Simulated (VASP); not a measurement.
Here is the system:

```
TaW
1.0
   -3.23000     3.23000     3.23000
    1.61500    -1.61500     1.61500
    1.61500     1.61500    -1.61500
W Ta
1 1
Direct
  0.00000   0.00000   0.00000
  0.50000   0.00000   0.00000
```

Method: PBEsol GGA, VASP's PBE PAW potentials (set 64) (plane waves; VASP). Settings: 400 eV cut-off, 7×14×14 Γ-centred mesh, first-order Methfessel-Paxton smearing of 0.10 eV, potentials W_sv Ta_pv.

Energy and stress use the plane-wave basis of the starting cell.

### Question
The ions, cell shape and volume are relaxed. Which structure does the run end with?

### Answer

```
TaW
1.0
   -3.19606     3.18722     3.18722
    1.59803    -1.62023     1.62023
    1.59803     1.62023    -1.62023
W Ta
1 1
Direct
  0.00000   0.00000   0.00000
  0.50000   0.00000   0.00000
```
Space group Cmmm (65), at a tolerance of 0.03 Å.

### Question
How do energy and volume change from the first to the last step?

### Answer
The energy (σ→0) changes by -7.1 meV/atom and the volume by -2.0 %, in 11 ionic steps.

The structure was generated: TaW was put into an ordered model structure (Cmmm), which need not be its known phase. This run relaxes it. Symmetry was kept, so distortions that lower it aren't found. The electron count is odd and the run is not spin-polarised, which forces a metal.
